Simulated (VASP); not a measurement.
Write the native input for VASP 6.6.1 that does the following.

```yaml
Task: single point
Functional: LDA
Potentials_or_basis: VASP PAW LDA potentials, release 64 (Os, F)
Cutoff: 520 eV
k_mesh: 10 × 7 × 1
Occupations: gaussian, width 0.1 eV
Spin: no spin polarisation
Dipole_correction: yes
Further_INCAR_settings: ALGO = Fast; EDIFF = 1e-06; NBANDS = 28
```

The structure of Os4F lies in POSCAR:

```
Os4F
1.0
    2.6886344692      0.0000000000      0.0000000000
    0.0000000000      3.8023033306      0.0000000000
    0.0000000000      0.0000000000     20.8491122169
Os F
4 1
Direct
    0.5000000000      0.5000000000      0.1918546919
    0.0000000000      0.0000000000      0.2563330840
    0.5000000000      0.5000000000      0.3210178915
    0.0000000000      0.0000000000      0.3764722514
    0.1250000000      0.1250000000      0.4594494057
```

The cell isn't the ideal one: F at 1/8 of the diagonal of the surface cell, 1.73 Å above the top plane.

These files were run (other wordings do the same):

INCAR

```
  PREC = Accurate
  ENCUT = 520
  EDIFF = 1E-6
  ISMEAR = 0
  SIGMA = 0.1
  LREAL = False
  LASPH = True
  NELM = 100
  ALGO = Fast
  ISIF = 2
  LWAVE = False
  LCHARG = True
  LDIPOL = True
  IDIPOL = 3
  DIPOL = 0.5 0.5 0.321
  GGA = CA
  LELF = True
  LVHAR = True
  LVACPOTAV = True
  NBANDS = 28
```

KPOINTS

```
Automatic mesh
0
Gamma
  10 7 1
```

Potentials or basis: VASP PAW LDA potentials, release 64 (Os, F).

The run is started by

```bash
$ cat potpaw_LDA.64/Os/POTCAR potpaw_LDA.64/F/POTCAR > POTCAR
$ mpirun -np 1 vasp_std > vasp.out
```

Results of the run:

* Largest force: 2.662 eV/Å
* Band gap on the k mesh: none (metal or under the smearing width)
* Work function of the upper face: 7.20 eV
* Work function of the lower face: 4.97 eV

Caveat: an odd number of electrons without spin polarisation forces a metal; a magnetic or distorted state may lie lower.

It took 4 min on 1 thread of AMD EPYC 9R45 96-Core Processor (Zen 5) (shared host), peak memory 0.31 GiB.
